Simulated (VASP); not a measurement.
Runs of VASP 6.6.1 on Bi. The structure is trigonal, space group R-3m (No. 166). The conventional cell has a = 4.536 Å, b = 4.536 Å, c = 11.637 Å, α = 90.00°, β = 90.00°, γ = 120.00°. Around Bi (site symmetry 3m) lie 6 Bi at 3.09 to 3.45 Å. 

```tsv
task	level	potentials or basis	spin	cell	k mesh	cutoff (eV)	smearing	by perturbation theory	k mesh for the DOS	occupations for the DOS	gap on the mesh (eV)	pressure (GPa)	relaxed volume (Å³/atom)	largest force (eV/Å)
band structure	r2SCAN	VASP PAW PBE potentials, release 64 (Bi_d)	off	R-3m, 34.55 Å³/atom	10 × 10 × 10	520	methfessel-paxton 0.1 eV	-	-	-	-	1.2	-	0.18
band structure	PBE	VASP PAW PBE potentials, release 64 (Bi_d)	SOC, no magnetisation	R-3m, 34.55 Å³/atom	10 × 10 × 10	520	methfessel-paxton 0.1 eV	-	-	-	-	3.1	-	(a)
relaxation of cell and atoms	r2SCAN	VASP PAW PBE potentials, release 64 (Bi_d)	off	relaxed	10 × 10 × 10	600	methfessel-paxton 0.1 eV	-	-	-	none	0.0	(b)	-
band structure	PBE	VASP PAW PBE potentials, release 64 (Bi_d)	off	R-3m, 34.55 Å³/atom	10 × 10 × 10	520	methfessel-paxton 0.1 eV	-	-	-	-	2.1	-	-
relaxation of cell and atoms	PBE+D3(BJ)	VASP PAW PBE potentials, release 64 (Bi_d)	off	relaxed	10 × 10 × 10	600	methfessel-paxton 0.1 eV	-	-	-	none	0.0	34.55	-
```

Fill in the values left out.

(a) 0.02; (b) 36.67.

Caveats: spin-orbit coupling is left out, which moves the levels of the heavy elements (some runs); the PAW data sets were made with another functional, which shifts forces and pressure a little (some runs); pairwise dispersion overbinds metals, which lowers pressure and volume (some runs).

A k mesh can miss the band edges, and rows without SOC leave out spin-orbit coupling on Bi.

A gap of «none» marks a metal or a gap under the smearing width.
